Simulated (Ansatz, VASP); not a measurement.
# Cross-check of Li5Sc between VASP and Ansatz

Wanted: the spread between two codes on one cell, functional and k mesh. The cell is generated by rule, not measured, and may not be a known phase. The cell is taken from a series of runs on this material, whose earlier steps may have relaxed, scaled, displaced or heated it; both programs get it as it stands.

Method: plane waves, with VASP 6.6.1 beside it; relaxation of cell and atoms at LDA, in Ansatz 0.2.0.

## (1) The starting structure

Symmetry: P6/mmm, No. 191, hexagonal system. The conventional cell has a = 5.411 Å, b = 5.411 Å, c = 4.497 Å, α = 90.00°, β = 90.00°, γ = 120.00°. Sc has 6 Li at 3.12 Å nearest. Nearest to Li lie 8 Li at 2.71 to 2.74 Å. Li has 9 Li at 2.74 to 3.12 Å and 3 Sc at 3.12 Å nearest. Farther neighbours are not listed.

## (2) Ansatz: relaxation of cell and atoms, LDA, pair 1

Ansatz runs on norm-conserving files, of PseudoDojo where its log says so.

The relaxed volume is the usual yardstick between codes: in a stiff, nearly cubic crystal its relative difference is about their pressure difference at one cell divided by the bulk modulus.

Contents of input.yaml:

```yaml
crystal:
  lattice:
    - [5.4107588679, -3.2706e-06, 0.0]
    - [-2.7053766015, 4.6858562687, 0.0]
    - [0.0, 0.0, 4.4967696721]
  atoms:
    - { symbol: Sc, position: [0.0, 0.0, 0.0] }
    - { symbol: Li, position: [0.5, 0.0, 0.5] }
    - { symbol: Li, position: [0.5, 0.5, 0.5] }
    - { symbol: Li, position: [0.0, 0.5, 0.5] }
    - { symbol: Li, position: [0.3333333333, 0.6666666667, 0.0] }
    - { symbol: Li, position: [0.6666666667, 0.3333333333, 0.0] }
kpoints:
  mp_grid: { grid: [6, 6, 8] }
hamiltonian:
  xc: lda
  pseudopotentials: { kind: nc }
scf:
  occupations: { method: gaussian, width: 0.1 }
output:
  forces: true
  stress: true
  eigenvalues: true
  write_density: true
  write_potential: true
  elf: true
  volumetric_format: npy
relax:
  adjacent_minimum: "off"
  f_tol: 0.005
  max_steps: 80
  cell: { stress_tol: 0.05 }
```

Launch:

```console
$ ansatz run input.yaml --threads 8 --pin off --max-ram 14336MiB --backend cpu --events-out ev --progress --plain --runs-dir out
```

Numbers of over 12 decimals in the logs are rounded to 6 here.

Log:

```text
Engine: ansatz 0.2.0, aarch64-unknown-linux-gnu
Pseudopotentials: kind: nc
Pseudopotential: Sc, nc, valence charge 11, recommended cutoff 1061.244064 eV (normal), Sc.nc.azcp (PseudoDojo's, or run here from an input of PseudoDojo's: the run reads no file of this project's for it)
Pseudopotential: Li, nc, valence charge 3, recommended cutoff 1006.821291 eV (normal), Li.nc.azcp (PseudoDojo's, or run here from an input of PseudoDojo's: the run reads no file of this project's for it)
Functional definition: SPW92
  exchange = slater_x
  correlation = pw_c
Crystal: 6 atoms, lattice volume = 114.011 Å³
Basis set: ecut = 1061.244064 eV, 8909 PW (Γ)
Bands: 19, of which v1, the nominal top of the filled ones, is band 13 counted from 1 (12 counted from 0)
Symmetry: 24 space group operations
Space group: P6/mmm (ITA 191), of the structure as read, at distance tolerance 4.8e-5 Å
k-points: 35 of 288
Non-local potential: Sc, projectors of the file, l = 0: 2, l = 1: 2, l = 2: 2
Non-local potential: Li, projectors of the file, l = 0: 2, l = 1: 2
Initial density: superposition of atomic densities (chi_scale 0.1, normalization cell, long waves kept (reshape's long-wave potential 0.00 eV rms))
Initial wavefunctions: pseudopotential atomic-orbital guess
Functional: x = slater, c = lda
SCF iter   1: F=—  HF=-2284.707516 eV  |F-HF|=—  |Δ(HF+E_count)|=         —  Δρ=4.50e-2  dr2=7.75e0  ethr=3.10e-3  ⟨swp⟩=5.9  Hψ=3432  notcnv=0
preconditioner: auto → Kerker (q_TF=auto, 2.133 Å⁻¹)  [metal: Δε(μ)=0.028 eV  Ē_g=3.257 eV  σ=0.100 eV  W_gap=0.15  n_scr=20 (ndim 8)  ℏωp=9.8 eV  f_vac=0.000  D(μ)=4.24/eV (n_scr^D=26)]
SCF iter   2: F=—  HF=-2283.145058 eV  |F-HF|=—  |Δ(HF+E_count)|=    1.56e0  Δρ=1.57e-2  dr2=1.09e0  ethr=3.10e-3  ⟨swp⟩=3.1  Hψ=1723  notcnv=0  defer=32
SCF iter   3: F=—  HF=-2282.957087 eV  |F-HF|=—  |Δ(HF+E_count)|=   1.88e-1  Δρ=1.03e-2  dr2=1.29e-1  ethr=3.10e-3  ⟨swp⟩=2.6  Hψ=978  notcnv=0  defer=32
SCF iter   4: F=—  HF=-2282.971051 eV  |F-HF|=—  |Δ(HF+E_count)|=   1.40e-2  Δρ=9.73e-3  dr2=2.97e-1  ethr=4.97e-4  ⟨swp⟩=3.1  Hψ=1453  notcnv=0  defer=30  recentre
SCF iter   5: F=—  HF=-2282.935684 eV  |F-HF|=—  |Δ(HF+E_count)|=   3.54e-2  Δρ=5.37e-3  dr2=3.56e-2  ethr=4.97e-4  ⟨swp⟩=3.3  Hψ=1466  notcnv=0  defer=21
SCF iter   6: F=—  HF=-2282.927816 eV  |F-HF|=—  |Δ(HF+E_count)|=   7.87e-3  Δρ=1.00e-3  dr2=1.19e-3  ethr=1.37e-4  ⟨swp⟩=2.1  Hψ=1044  notcnv=0  defer=20
SCF iter   7: F=—  HF=-2282.927494 eV  |F-HF|=—  |Δ(HF+E_count)|=   3.22e-4  Δρ=1.42e-4  dr2=6.17e-5  ethr=4.58e-6  ⟨swp⟩=2.0  Hψ=934  notcnv=0  defer=20
SCF iter   8: F=—  HF=-2282.927419 eV  |F-HF|=—  |Δ(HF+E_count)|=   7.44e-5  Δρ=4.69e-5  dr2=7.55e-6  ethr=2.37e-7  ⟨swp⟩=2.2  Hψ=972  notcnv=0  defer=20
SCF iter   9: F=—  HF=-2282.927418 eV  |F-HF|=—  |Δ(HF+E_count)|=   1.19e-6  Δρ=1.35e-5  dr2=1.11e-7  ethr=2.90e-8  ⟨swp⟩=1.9  Hψ=748  notcnv=0  defer=20
SCF iter  10: F=-2282.927418 eV  HF=-2282.927418 eV  |F-HF|=2.57e-10  |Δ(HF+E_count)|=   2.50e-8  Δρ=1.14e-6  dr2=1.55e-9  ethr=3.85e-10  ⟨swp⟩=13.4  Hψ=4885  notcnv=0
SCF 1 converged in 10 iterations: F = -2282.927418 eV  dr2 = 1.55e-9
relax step   1: F+E_penalty+E_count = -2282.92741826 eV  Δ(F+E_penalty+E_count) = +0.000e0 eV  max|allowed force component| = 6.939e-18 eV/Å  Δτ_max = 0.0000 Å  P = -0.006 GPa  Ω = 114.011 Å³  (10 SCF iters, dr2 threshold 1.00e-7 eV, accepted)
[...]
relax step   2: F+E_penalty+E_count = -2282.92867744 eV  Δ(F+E_penalty+E_count) = -1.259e-3 eV  max|allowed force component| = 6.939e-18 eV/Å  Δτ_max = 0.0000 Å  P = -0.015 GPa  Ω = 114.004 Å³  energy of the carried Pulay correction = -1.918e-6 eV  (5 SCF iters, dr2 threshold 1.69e-7 eV, accepted)
[...]
relax step   3: F+E_penalty+E_count = -2282.92932038 eV  Δ(F+E_penalty+E_count) = -6.429e-4 eV  max|allowed force component| = 6.939e-18 eV/Å  Δτ_max = 0.0000 Å  P = +0.047 GPa  Ω = 113.428 Å³  energy of the carried Pulay correction = +3.091e-5 eV  (6 SCF iters, dr2 threshold 1.20e-7 eV, accepted)
[...]
relax step   4: F+E_penalty+E_count = -2282.93023276 eV  Δ(F+E_penalty+E_count) = -9.124e-4 eV  max|allowed force component| = 3.277e-18 eV/Å  Δτ_max = 0.0000 Å  P = +0.007 GPa  Ω = 113.718 Å³  energy of the carried Pulay correction = +1.258e-5 eV  (5 SCF iters, dr2 threshold 1.50e-7 eV, accepted)
[...]
relax step   5: F+E_penalty+E_count = -2282.93027306 eV  Δ(F+E_penalty+E_count) = -4.030e-5 eV  max|allowed force component| = 2.313e-18 eV/Å  Δτ_max = 0.0000 Å  P = +0.008 GPa  Ω = 113.718 Å³  stress off target by 3.51e-2 GPa  SCF on the basis re-selected at this cell (its energy is not comparable with the rows above)  (6 SCF iters)
basis re-selected at this cell: Δ(F+E_penalty+E_count) = -4.030e-5 eV, ΔP = +0.001 GPa vs the last step (what re-selecting the basis moved, of the pressure what is left beyond the Pulay correction that the steps carried, after the strain that the cell walked since its last selection, with what the two solves' SCF thresholds leave and, on support functions, any second-order correction that the steps lacked; it is no m [...]
SCF converged after 6 iterations
Free energy (F): -2282.930273 eV
Harris-Foulkes:  -2282.930273 eV  (|F-HF|=9.09e-12)
Internal energy: -2282.905508 eV  (E = F + TS)
E sigma→0 (E₀):  -2282.917891 eV
Entropy (-TS):   -0.024765 eV (-4.128 meV/atom)
Fermi energy:    2.872530 eV
--- Per-component energies (eV) ---
  E_band       = -659.445647
  E_kinetic    = 1184.935222
  E_local      = -1996.648760  (includes V_loc(G=0)·N_el)
  E_nonlocal   = -557.150365
  E_hartree    = 606.272092
  E_xc         = -431.840277
  E_vxc        = -503.126033  (∫ρ·V_xc dr)
  E_ewald      = -1088.473421
  E_smearing   = -0.024765  (= −TS)
  E_closure    = 0.000000  (closes the sum)
  Σ components = -2282.930273   (vs F -2282.930273, Δ=0.00e0)
--- Forces (eV/Å), atoms counted from 1 ---
  atom   1  Sc     0.00000000     0.00000000     0.00000000
  atom   2  Li    -0.00000000    -0.00000000    -0.00000000
  atom   3  Li    -0.00000000     0.00000000    -0.00000000
  atom   4  Li    -0.00000000    -0.00000000     0.00000000
  atom   5  Li    -0.00000000    -0.00000000     0.00000000
  atom   6  Li    -0.00000000     0.00000000    -0.00000000
  max |Σ_I F_I| component: 5.78e-19 eV/Å
--- Stress (GPa, compression-positive) ---
       -0.005726      -0.000000       0.000000
       -0.000000      -0.005726       0.000000
        0.000000       0.000000       0.035123
  P = ⅓ Tr σ = 0.0079 GPa (0.079 kbar)
--- Band table (eV; the first three rows and the last of 35) ---
  k-point 0: bands = [... 9 lower, -1.0863, 2.7052, 2.7052, 3.1471, 3.4482, 3.7595, 3.7747, 3.7747, ... 2 higher]
  k-point 1: bands = [... 9 lower, -0.9898, 2.7162, 2.7162, 2.8263, 3.4376, 3.5217, 3.5217, 3.8011, ... 2 higher]
  k-point 2: bands = [... 9 lower, -0.7067, 2.0704, 2.7435, 2.7435, 3.2622, 3.2622, 3.4121, 4.0341, ... 2 higher]
  k-point 34: bands = [... 9 lower, 1.7661, 1.7661, 1.8271, 2.0303, 2.0303, 2.4219, 4.0252, 4.0252, ... 2 higher]
--- Relaxed structure (4 steps of the walk, 4 accepted, 1 SCFs on fresh bases) ---
  F+E_penalty+E_count = -2282.93027306 eV   max|allowed force component| = 2.313e-18 eV/Å   (the final SCF, on the basis selected at the relaxed cell)
  cell:  # Å, volume = 113.7176 Å³
    - [5.459806, -3.3002629402864096e-6, 0.0]
    - [-2.729900, 4.728332, 0.0]
    - [0.0, 0.0, 4.404967]
  atoms:
    - { symbol: Sc, position: [0, 0, 0.0] }
    - { symbol: Li, position: [0.500000, 0.0, 0.500000] }
    - { symbol: Li, position: [0.500000, 0.5, 0.500000] }
    - { symbol: Li, position: [2.7755575615628914e-17, 0.500000, 0.500000] }
    - { symbol: Li, position: [0.333333, 0.666667, 0.0] }
    - { symbol: Li, position: [0.666667, 0.333333, 0.0] }
```

In the SCF lines HF is the Harris–Foulkes energy and dr2 the Hartree energy of the density residual, in eV; the loop may stop once dr2 is under the threshold and the program's other checks hold. Hψ counts applications of the Hamiltonian.

## (3) VASP: relaxation of cell and atoms, LDA, pair 1

The same cell, functional (in two slightly different forms), mesh and smearing now go to VASP, with its own data sets.

Lines of VASP's logs that name or quote its potential files are left out, and so is its time.

Contents of INCAR:

```
SYSTEM = Li5Sc
PREC = Accurate
ENCUT = 750
EDIFF = 1E-07
NELM = 120
ISMEAR = 0
SIGMA = 0.1
LREAL = .FALSE.
ALGO = Normal
GGA = PW92
NBANDS = 19
LASPH = .TRUE.
LORBIT = 11
LWAVE = .FALSE.
LCHARG = .FALSE.
ISIF = 3
IBRION = 2
NSW = 80
EDIFFG = -0.005
GGA_COMPAT = .FALSE.
NELMIN = 4
KPAR = 2
```

Contents of POSCAR:

```
Li5Sc
1.0
    5.4107590000     -0.0000030000      0.0000000000
   -2.7053770000      4.6858560000      0.0000000000
    0.0000000000      0.0000000000      4.4967700000
Sc Li
1 5
Direct
    0.0000000000      0.0000000000      0.0000000000
    0.5000000000      0.0000000000      0.5000000000
    0.5000000000      0.5000000000      0.5000000000
    0.0000000000      0.5000000000      0.5000000000
    0.3333333333      0.6666666667      0.0000000000
    0.6666666667      0.3333333333      0.0000000000
```

Contents of KPOINTS:

```
Automatic mesh
0
Gamma
6 6 8
0 0 0
```

Potentials, in the order of the species: Sc_sv and Li_sv (LDA family, release 64).

Launch:

```console
$ mpirun -np 2 vasp_std
```

Log:

```text
[banner, memory and clock lines left out]
running    2 mpi-ranks, on    1 nodes
 distrk:  each k-point on    1 cores,    2 groups
 distr:  one band on    1 cores,    1 groups

 POSCAR found type information on POSCAR ScLi
 POSCAR found :  2 types and       6 ions
|                                                                             |
|               ----> ADVICE to this user running VASP <----                  |
|                                                                             |
|     You enforced a specific xc type in the INCAR file but a different       |
|     [... a line on the potential file left out ...]
|     I HOPE YOU KNOW WHAT YOU ARE DOING!                                     |
|                                                                             |

 LDA part: xc-table for (Slater(with rela. corr.)+PW92), standard interpolation
 POSCAR, INCAR and KPOINTS ok, starting setup
 FFT: planning ... GRIDC
 FFT: planning ... GRID_SOFT
 FFT: planning ... GRID
 WAVECAR not read
 entering main loop
       N       E                     dE             d eps       ncg     rms          rms(c)
DAV:   1     0.216830610625E+03    0.21683E+03   -0.14058E+04  1330   0.175E+03
DAV:   2     0.131697803566E+02   -0.20366E+03   -0.20112E+03  1354   0.517E+02
DAV:   3    -0.115438789989E+02   -0.24714E+02   -0.24110E+02  2544   0.109E+02
DAV:   4    -0.180067245490E+02   -0.64628E+01   -0.64328E+01  2436   0.586E+01
DAV:   5    -0.192826679554E+02   -0.12759E+01   -0.12752E+01  2273   0.202E+01    0.668E+00
DAV:   6    -0.156852865937E+02    0.35974E+01   -0.12782E+01  2067   0.236E+01    0.164E+00
DAV:   7    -0.156554671752E+02    0.29819E-01   -0.54439E-01  2387   0.703E+00    0.820E-01
DAV:   8    -0.156448237201E+02    0.10643E-01   -0.21637E-01  2337   0.267E+00    0.903E-01
DAV:   9    -0.156442718163E+02    0.55190E-03   -0.32776E-01  1959   0.406E+00    0.757E-01
DAV:  10    -0.156248977366E+02    0.19374E-01   -0.80346E-02  1995   0.173E+00    0.648E-02
DAV:  11    -0.156252855675E+02   -0.38783E-03   -0.24632E-03  2361   0.343E-01    0.112E-01
DAV:  12    -0.156249739372E+02    0.31163E-03   -0.17282E-03  1995   0.297E-01    0.144E-02
DAV:  13    -0.156249731251E+02    0.81211E-06   -0.29590E-05  2252   0.397E-02    0.811E-03
DAV:  14    -0.156249714601E+02    0.16650E-05   -0.14408E-05  2046   0.265E-02    0.319E-03
DAV:  15    -0.156249712575E+02    0.20263E-06   -0.76174E-07  1801   0.694E-03    0.842E-04
DAV:  16    -0.156249712368E+02    0.20685E-07   -0.63419E-08   964   0.283E-03
   1 F= -.15624971E+02 E0= -.15610976E+02  d E =-.156250E+02
[... from here on, the cycles between the ionic steps are left out ...]
   2 F= -.15625531E+02 E0= -.15611685E+02  d E =-.560121E-03
   3 F= -.15626577E+02 E0= -.15613184E+02  d E =-.160591E-02
   4 F= -.15626711E+02 E0= -.15613529E+02  d E =-.173941E-02
   5 F= -.15627304E+02 E0= -.15614354E+02  d E =-.593259E-03
   6 F= -.15627963E+02 E0= -.15615399E+02  d E =-.125188E-02
   7 F= -.15628010E+02 E0= -.15615566E+02  d E =-.129927E-02
   8 F= -.15628011E+02 E0= -.15615551E+02  d E =-.130028E-02
 curvature:  -3.77 expect dE=-0.825E-04 dE for cont linesearch -0.113E-10
 trial: gam=-0.09397 g(F)=  0.315E-46 g(S)=  0.219E-04 ort = 0.505E-07 (trialstep = 0.211E+01)
 search vector abs. value=  0.294E-04
 bond charge predicted
       N       E                     dE             d eps       ncg     rms          rms(c)
DAV:   1    -0.156285093574E+02   -0.49834E-03   -0.11231E-02  2069   0.152E+00    0.158E-01
DAV:   2    -0.156284384254E+02    0.70932E-04   -0.70086E-03  1986   0.697E-01    0.118E-01
DAV:   3    -0.156280589604E+02    0.37946E-03   -0.17606E-03  2020   0.301E-01    0.437E-02
DAV:   4    -0.156280404229E+02    0.18538E-04   -0.66789E-05  2414   0.647E-02    0.102E-02
DAV:   5    -0.156280405514E+02   -0.12852E-06   -0.13625E-05  2211   0.181E-02    0.333E-03
DAV:   6    -0.156280406473E+02   -0.95888E-07   -0.12189E-06  1670   0.586E-03    0.127E-03
DAV:   7    -0.156280406501E+02   -0.27826E-08   -0.21197E-07  1004   0.415E-03
   9 F= -.15628041E+02 E0= -.15615538E+02  d E =-.297235E-04
 trial-energy change:   -0.000030  1 .order   -0.000029   -0.000046   -0.000012
 step:   2.7929(harm=  2.8705)  dis= 0.00000  next Energy=   -15.628043 (dE=-0.317E-04)
 reached required accuracy - stopping structural energy minimisation
```

OUTCAR, selected parts (step 3):

```text
ion  position               nearest neighbor table
   1  0.000  0.000  0.000-
   2  0.500  0.000  0.500-
   3  0.500  0.500  0.500-
   4  0.000  0.500  0.500-
   5  0.333  0.667  0.000-
   6  0.667  0.333  0.000-

  LATTYP: Found a hexagonal cell.
 ALAT       =     5.4107590000
 C/A-ratio  =     0.8310793366

 Subroutine GETGRP returns: Found 24 space group operations
 (whereof 24 operations were pure point group operations)

The static configuration has the point symmetry D_6h.

 Found     35 irreducible k-points:

   k-points           NKPTS =     35   k-points in BZ     NKDIM =     35   number of bands    NBANDS=     19

   dimension x,y,z NGX =    48 NGY =   48 NGZ =   40
   dimension x,y,z NGXF=    96 NGYF=   96 NGZF=   80

   ENCUT  =  750.0 eV  55.12 Ry    7.42 a.u.  12.08 12.08 10.04*2*pi/ulx,y,z

   NELECT =      26.0000    total number of electrons

 k-points in reciprocal lattice and weights: Automatic mesh
   0.00000000  0.00000000  0.00000000       0.003
   0.16666667  0.00000000  0.00000000       0.021
   0.33333333  0.00000000  0.00000000       0.021
   0.50000000  0.00000000  0.00000000       0.010
   0.16666667  0.16666667  0.00000000       0.021
   0.33333333  0.16666667  0.00000000       0.042
   0.33333333  0.33333333  0.00000000       0.007
   0.00000000  0.00000000  0.12500000       0.007
   0.16666667  0.00000000  0.12500000       0.042
[...]
0.33333333  0.16666667  0.50000000       0.042
   0.33333333  0.33333333  0.50000000       0.007

 average (electrostatic) potential at core
       1 -50.3713       2 -66.5377       3 -66.5377       4 -66.5377       5 -66.2404
       6 -66.2404

 E-fermi :   1.5010

 k-point     1 :       0.0000    0.0000    0.0000
  band No.  band energies     occupation
    ...
      8     -27.2644      2.00000
      9     -27.2644      2.00000
     10      -2.4659      2.00000
     11       1.3328      1.98266
     12       1.3328      1.98266
     13       1.7766      0.00010
     14       2.0837      0.00000
     15       2.3664      0.00000
     16       2.4190      0.00000
     17       2.4190      0.00000
    ...

 k-point     2 :       0.1667    0.0000    0.0000
  band No.  band energies     occupation
    ...
      9     -27.2644      2.00000
     10      -2.3195      2.00000
     11       0.8000      2.00000
     12       1.3343      1.98165
     13       1.5279      0.70374
     14       2.1539      0.00000
     15       2.2108      0.00000
     16       2.4084      0.00000
     17       2.5991      0.00000
     18       2.6705      0.00000
    ...

 k-point     3 :       0.3333    0.0000    0.0000
  band No.  band energies     occupation
    ...
      9     -27.2645      2.00000
     10      -1.8950      2.00000
     11      -0.1236      2.00000
     12       1.1220      2.00000
     13       1.3455      1.97215
     14       1.9969      0.00000
     15       2.1394      0.00000
     16       2.3685      0.00000
     17       2.6236      0.00000
     18       3.2741      0.00000
    ...

  Total        0.0093611      0.0093611      0.0086962     -0.0000000      0.0000000      0.0000000
  in kB        0.1326793      0.1326792      0.1232551     -0.0000000      0.0000000      0.0000000
  external PRESSURE =       0.1295379 kB  Pullay stress =       0.0000000 kB

  energy-cutoff  :      750.00
  volume of cell :      113.04
      direct lattice vectors                 reciprocal lattice vectors
     5.443550938 -0.000003019  0.000000000     0.183703676  0.106061241 -0.000000000
    -2.721772954  4.714254656 -0.000000000     0.000000118  0.212122678 -0.000000000
     0.000000000  0.000000000  4.404924925    -0.000000000 -0.000000000  0.227018625

 POSITION                                       TOTAL-FORCE (eV/Angst)
 -----------------------------------------------------------------------------------
     -2.72177      4.71425      4.40492         0.000000      0.000000      0.000000
      0.00000      4.71425      2.20246         0.000000      0.000000      0.000000
      1.36089      2.35713      2.20246         0.000000      0.000000      0.000000
     -1.36089      2.35713      2.20246         0.000000      0.000000      0.000000
      0.00000      3.14284      0.00000         0.000000      0.000000     -0.000000
      2.72178      1.57142      0.00000        -0.000000     -0.000000      0.000000
 -----------------------------------------------------------------------------------
    total drift:                               -0.000000      0.000000     -0.000000

  FREE ENERGIE OF THE ION-ELECTRON SYSTEM (eV)
  ---------------------------------------------------
  free  energy   TOTEN  =       -15.6280406501 eV

  energy  without entropy=      -15.6030360493  energy(sigma->0) =      -15.61553835

 reached required accuracy - stopping structural energy minimisation

 total charge
# of ion       s       p       d       tot
------------------------------------------
    1        2.235   6.062   0.893   9.191
    2        2.046   0.064   0.000   2.110
    3        2.046   0.064   0.000   2.110
    4        2.046   0.064   0.000   2.110
    5        2.048   0.072   0.000   2.119
    6        2.048   0.072   0.000   2.119
--------------------------------------------------
tot         12.467   6.399   0.893  19.760

[... 3 further parts left out ...]
```

## (4) Comparison

Known differences besides the potentials themselves: the cutoff is 1061.24 eV in Ansatz and 750 eV in VASP; VASP's log shows a relativistic correction to its local exchange, Ansatz's none; Ansatz adds a Pulay correction to the stress that steers its cell, VASP none. Total energies have different zeros and are not compared.

Compared:

```csv
quantity,Ansatz,VASP,difference
volume (Å³),113.72,113.04,+0.60 %
"edge a after relaxation, in the typed setting (Å)",5.460,5.444,+0.30 %
"edge c after relaxation, in the typed setting (Å)",4.405,4.405,+0.00 %
```

[end of part 1 of 2]

[Lines on the potential files, build, host, timing and source positions are cut from VASP's logs without a mark.]

[Logs are printed without paths, hosts, clocks, repeated set-up lines and the standing remarks that a program may print on its own settings, such as how far it seeks lower states.]

[Hosts, paths, dates, database ids (printed as entryN), source tags and the programs' standing remarks are cut or masked in the printed files.]
